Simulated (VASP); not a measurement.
Given:

```
CELL_PARAMETERS angstrom
      1.54773    -2.68074     0.00000
      1.54773     2.68074     0.00000
      0.00000     0.00000     3.52635
ATOMIC_POSITIONS crystal
  Mg 0.00000 0.00000 0.00000
  B  0.33333 0.66667 0.50000
  B  0.66667 0.33333 0.50000
```

Calculation: revPBE GGA, VASP's PBE PAW potentials (set 64) (plane waves; VASP). Run with 520 eV cut-off, Gaussian smearing of 0.050 eV, potentials Mg B.

### Question
Predict the band gap (along the path) with the smallest direct gap where there is one.

### Answer

```
Property                                                     Result
-------------------------  ----------------------------------------
band gap (along the path)  none (metal, semimetal or under 0.01 eV)
```

Total energies compare only between runs with the same potentials, cut-off and functional.

The compound is MgB2 in the AlB2 type structure. It was relaxed first.
